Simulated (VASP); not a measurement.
# BiAu (Fm-3m) in VASP: a series of runs

One crystal, BiAu, is run at these levels: PBE; tasks: single point.

All numbers are computed with VASP 6.6.1; they aren't measurements. Logs are shortened: lines on timing, memory, paths and dates and some standing lists are left out, and cuts for length are marked.

### Step 1. The crystal as given

Symmetry: Fm-3m, No. 225, cubic system. The conventional cell has a = 5.945 Å, b = 5.945 Å, c = 5.945 Å, α = 90.00°, β = 90.00°, γ = 90.00°. Around Au (site symmetry m-3m) lie 6 Bi at 2.97 Å. Bi (site symmetry m-3m) has 6 Au at 2.97 Å as nearest neighbours.

The cell comes from a database or a generator and needn't be the stable form of this composition.

### Step 2. Single point, PBE

INCAR reads:

```
PREC     = Accurate       # precision mode
ENCUT    = 520            # plane-wave cutoff, eV
EDIFF    = 1E-6           # SCF threshold, eV
ISMEAR   = -1             # smearing method
SIGMA    = 0.03           # smearing width, eV
LREAL    = F              # projectors in reciprocal space
LASPH    = T              # aspherical terms in the spheres
NELM     = 100            # most SCF steps
ALGO     = Fast           # electronic algorithm
ISIF     = 2              # what is computed and relaxed
LWAVE    = F              # write WAVECAR
LCHARG   = T              # write CHGCAR
GGA      = PE             # functional
LELF     = T              # ELF
LVHAR    = T            
NBANDS   = 20             # bands
```

KPOINTS reads:

```
Automatic mesh
0
Gamma
  12 12 12
```

POSCAR reads:

```
BiAu
1.0
    0.0000000000      2.9724527446      2.9724527446
    2.9724527446      0.0000000000      2.9724527446
    2.9724527446      2.9724527446      0.0000000000
Au Bi
1 1
Direct
    0.0000000000      0.0000000000      0.0000000000
    0.5000000000      0.5000000000      0.5000000000
```

Potentials or basis: VASP PAW PBE potentials, release 64 (Au, Bi_d).

Run with:

```sh
cat potpaw_PBE.64/Au/POTCAR potpaw_PBE.64/Bi_d/POTCAR > POTCAR
mpirun -np 1 vasp_std > vasp.out
```

OUTCAR:

```text
PREC = Accurate
   ENCUT = 520
   EDIFF = 1E-6
   ISMEAR = -1
   LREAL = F
   LASPH = T
   NELM = 100
   ISIF = 2
   GGA = PE

 ion  position               nearest neighbor table
   1  0.000  0.000  0.000-   2 2.97   2 2.97   2 2.97   2 2.97   2 2.97   2 2.97
   2  0.500  0.500  0.500-   1 2.97   1 2.97   1 2.97   1 2.97   1 2.97   1 2.97

  LATTYP: Found a face centered cubic cell.
 ALAT       =     5.9449054892

  Lattice vectors:

 A1 = (   0.0000000000,   2.9724527446,   2.9724527446)
 A2 = (   2.9724527446,   0.0000000000,   2.9724527446)
 A3 = (   2.9724527446,   2.9724527446,   0.0000000000)

Analysis of symmetry for initial positions (statically):
=====================================================================
 Subroutine PRICEL returns:
 Original cell was already a primitive cell.

 Routine SETGRP: Setting up the symmetry group for a
 face centered cubic supercell.

 Subroutine GETGRP returns: Found 48 space group operations
 (whereof 48 operations were pure point group operations)
 out of a pool of 48 trial point group operations.

The static configuration has the point symmetry O_h .

Analysis of symmetry for dynamics (positions and initial velocities):
=====================================================================
 Subroutine PRICEL returns:
 Original cell was already a primitive cell.

 Routine SETGRP: Setting up the symmetry group for a
 face centered cubic supercell.

 Subroutine GETGRP returns: Found 48 space group operations
 (whereof 48 operations were pure point group operations)
 out of a pool of 48 trial point group operations.

The dynamic configuration has the point symmetry O_h .

 Subroutine INISYM returns: Found 48 space group operations
 (whereof 48 operations are pure point group operations),
 and found     1 'primitive' translations

----------------------------------------------------------------------------------------

                                     Primitive cell

  volume of cell :      52.5261

  direct lattice vectors                    reciprocal lattice vectors
     0.000000000  2.972452745  2.972452745    -0.168211253  0.168211253  0.168211253
     2.972452745  0.000000000  2.972452745     0.168211253 -0.168211253  0.168211253
     2.972452745  2.972452745  0.000000000     0.168211253  0.168211253 -0.168211253

  length of vectors
     4.203682985  4.203682985  4.203682985     0.291350436  0.291350436  0.291350436

  position of ions in fractional coordinates (direct lattice)
[... 77 lines left out ...]
   ENCUT  =  520.0 eV  38.22 Ry    6.18 a.u.   7.82  7.82  7.82*2*pi/ulx,y,z
   NELM   =    100;   NELMIN=  2; NELMDL= -5     # of ELM steps
   EDIFF  = 0.1E-05   stopping-criterion for ELM
   LREAL  =      F    real-space projection
   EDIFFG = 0.1E-04   stopping-criterion for IOM
   NSW    =      0    number of steps for IOM
   IBRION =     -1    ionic relax: 0-MD 1-quasi-New 2-CG
   NFREE  =      0    steps in history (QN), initial steepest desc. (CG)
   ISIF   =      2    stress and relaxation
   ISYM   =      2    0-nonsym 1-usesym 2-fastsym
   POTIM  = 0.5000    time-step for ionic-motion
   TEBEG  =    0.0;   TEEND  =   0.0 temperature during run
   PSTRESS=    0.0 pullay stress
   NELECT =      26.0000    total number of electrons
   NUPDOWN=      -1.0000    fix difference up-down
   EMIN   =  10.00;   EMAX   =-10.00  energy-range for DOS
   EFERMI =   0.00;   METHOD = LEGACY
   ISMEAR =    -1;   SIGMA  =   0.03  broadening in eV -4-tet -1-fermi 0-gaus
   EFERMI_NEDOS =   21; number of points for ismear=-14 and -15
   IALGO  =     68    algorithm
   IMIX   =      4    mixing-type and parameters
     AMIX     =   0.40;   BMIX     =  1.00
     AMIX_MAG =   1.60;   BMIX_MAG =  1.00
  volume/ion in A,a.u.               =      26.26       177.23
  Fermi-wavevector in a.u.,A,eV,Ry     =   1.295014  2.447221 22.817789  1.677060
  Thomas-Fermi vector in A             =   2.426560
   LORBIT       =      0    0 simple, 1 ext, 2 COOP (PROOUT), +10 PAW based schemes
   GGA     = PE    functional components
   LHFCALC =     F    Hartree Fock is set to
   AEXX    =    0.0000 exact exchange contribution
   IVDW    =     0    specifies the selected vdW correction
   LEPSILON=     F    determine dielectric tensor
   LRPA    =     F    only Hartree local field effects (RPA)
 non-spin polarized calculation
 RMM-DIIS sequential band-by-band and
  energy-cutoff  :      520.00
  volume of cell :       52.53
 maximum number of plane-waves:      1428
   NGX = 15   NGY = 15   NGZ = 15

 number of electron      26.0000007 magnetization

 Free energy of the ion-electron system (eV)
  ---------------------------------------------------
  ext. energy  EPLUGINS =         0.00000000
  ---------------------------------------------------
  free energy    TOTEN  =        -7.15077667 eV

  energy without entropy =       -7.14783525  energy(sigma->0) =       -7.14930596

 E-fermi :   7.2958     XC(G=0): -10.6157

 val. band max:        7.2939960080   @ k =   0.3333   0.2500   0.0000
 cond. band min:       7.3313696078   @ k =  -0.3333   0.3333   0.0833
 fundamental gap:      0.0373735997
 Fermi energy:         7.2958377731

 k-point     1 :       0.0000    0.0000    0.0000
  band No.  band energies     occupation
      1     -15.6101      2.00000
      2     -15.6101      2.00000
      3     -15.5902      2.00000
      4     -15.5902      2.00000
      5     -15.5902      2.00000
      6      -5.0784      2.00000
[... 541 lines left out ...]
     19      17.7828      0.00000
     20      18.9213      0.00000

 [... further k-points ...]

------------------------ aborting loop because EDIFF is reached ----------------------------------------

  FORCE on cell =-STRESS in cart. coord.  units (eV):
  Direction    XX          YY          ZZ          XY          YZ          ZX
  --------------------------------------------------------------------------------------
  -------------------------------------------------------------------------------------
  Total       -0.0217099     -0.0217099     -0.0217099      0.0000000      0.0000000     -0.0000000
  in kB       -0.6622065     -0.6622065     -0.6622065      0.0000000      0.0000000     -0.0000000
  external PRESSURE =      -0.6622065 kB  Pullay stress =       0.0000000 kB

 VOLUME and BASIS-vectors are now :
 -----------------------------------------------------------------------------
  energy-cutoff  :      520.00
  volume of cell :       52.53
      direct lattice vectors                 reciprocal lattice vectors
     0.000000000  2.972452745  2.972452745    -0.168211253  0.168211253  0.168211253
     2.972452745  0.000000000  2.972452745     0.168211253 -0.168211253  0.168211253
     2.972452745  2.972452745  0.000000000     0.168211253  0.168211253 -0.168211253

 POSITION                                       TOTAL-FORCE (eV/Angst)
 -----------------------------------------------------------------------------------
      0.00000      0.00000      0.00000         0.000000      0.000000      0.000000
      2.97245      2.97245      2.97245        -0.000000     -0.000000     -0.000000
 -----------------------------------------------------------------------------------
    total drift:                                0.000000     -0.000000      0.000000

  FREE ENERGIE OF THE ION-ELECTRON SYSTEM (eV)
  ---------------------------------------------------
  free  energy   TOTEN  =        -7.1507766702 eV

  energy  without entropy=       -7.1478352508  energy(sigma->0) =       -7.14930596
```

OSZICAR:

```text
N       E                     dE             d eps       ncg     rms          rms(c)
DAV:   1     0.228903713456E+03    0.22890E+03   -0.13560E+04  2904   0.147E+03
DAV:   2     0.835090105986E+01   -0.22055E+03   -0.21203E+03  2932   0.393E+02
DAV:   3    -0.706196960957E+01   -0.15413E+02   -0.15258E+02  3388   0.105E+02
DAV:   4    -0.746375224775E+01   -0.40178E+00   -0.40154E+00  3300   0.169E+01
DAV:   5    -0.747991479360E+01   -0.16163E-01   -0.16162E-01  3864   0.336E+00    0.457E+00
RMM:   6    -0.717104909739E+01    0.30887E+00   -0.10018E+00  3062   0.542E+00    0.304E+00
RMM:   7    -0.715403693326E+01    0.17012E-01   -0.39633E-02  3866   0.202E+00    0.180E+00
RMM:   8    -0.715085717734E+01    0.31798E-02   -0.20408E-02  3404   0.116E+00    0.156E-01
RMM:   9    -0.715077709592E+01    0.80081E-04   -0.52037E-03  3939   0.814E-01    0.123E-01
RMM:  10    -0.715075247663E+01    0.24619E-04   -0.13437E-03  4124   0.329E-01    0.412E-02
RMM:  11    -0.715078253069E+01   -0.30054E-04   -0.37358E-04  4494   0.169E-01    0.236E-02
RMM:  12    -0.715077516717E+01    0.73635E-05   -0.64837E-05  3769   0.756E-02    0.570E-03
RMM:  13    -0.715077670735E+01   -0.15402E-05   -0.22599E-05  4658   0.428E-02    0.181E-03
RMM:  14    -0.715077667023E+01    0.37122E-07   -0.20633E-06  2338   0.114E-02
   1 F= -.71507767E+01 E0= -.71493060E+01  d E =-.294142E-02
```

Run time: 45 s. Hardware: 1 thread of Intel Xeon Platinum 8488C (Sapphire Rapids), shared host; peak memory 0.23 GiB.

Results:

| Property | Result |
| --- | --- |
| Free energy | -7.1508 eV |
| Pressure | -0.1 GPa |
| Band gap on the k mesh | none (metal or under the smearing width) |

Levels at points of the mesh, in eV from the Fermi level:
```tsv
k point	band 11	band 12	band 13	band 14	band 15	band 16
(0.00, 0.00, 0.00)	-4.23	0.74	1.02	1.02	1.02	7.52
(0.50, 0.00, 0.00)	-3.96	-3.54	2.87	2.87	3.25	5.07
(0.50, 0.50, 0.00)	-3.80	-3.18	-1.32	-1.31	-1.31	5.97
```

Caveat: spin-orbit coupling is left out, which moves the levels of the heavy elements.

### Step 3. Single point, PBE (volume scaled by 1.02)

INCAR reads:

```
ALGO = Fast
EDIFF = 1E-7
ENCUT = 520
GGA = PE
ISIF = 2
ISMEAR = -1
LASPH = True
LCHARG = False
LREAL = False
LWAVE = False
NBANDS = 20
NELM = 100
PREC = Accurate
SIGMA = 0.03
```

KPOINTS reads:

```
k-points
0
Gamma
  12 12 12
```

POSCAR reads:

```
BiAu
1.0
    0.0000000000      2.9921384358      2.9921384358
    2.9921384358      0.0000000000      2.9921384358
    2.9921384358      2.9921384358      0.0000000000
Au Bi
1 1
Direct
    0.0000000000      0.0000000000      0.0000000000
    0.5000000000      0.5000000000      0.5000000000
```

Potentials or basis: VASP PAW PBE potentials, release 64 (Au, Bi_d).

Run with:

```sh
cat potpaw_PBE.64/Au/POTCAR potpaw_PBE.64/Bi_d/POTCAR > POTCAR
mpirun -np 1 vasp_std > vasp.out
```

It took 56 s on 1 thread of Intel Xeon Platinum 8488C (Sapphire Rapids), shared host; peak memory 0.23 GiB.

The run converged. Its results:

```
Free energy            : -7.1463 eV
Pressure               : -1.4 GPa
Band gap on the k mesh : none (metal or under the smearing width)
```

Levels at points of the mesh, in eV from the Fermi level:
```
           k point  band 10  band 11  band 12  band 13  band 14  band 15  band 16  band 17
(0.00, 0.00, 0.00)    -4.16    -4.16     0.61     0.99     0.99     0.99     7.56     8.58
(0.50, 0.00, 0.00)    -3.89    -3.89    -3.49     2.78     2.78     3.22     5.04     5.04
(0.50, 0.50, 0.00)    -3.74    -3.74    -3.16    -1.34    -1.27    -1.27     5.94    11.01
```

Caveat: spin-orbit coupling is left out, which moves the levels of the heavy elements.
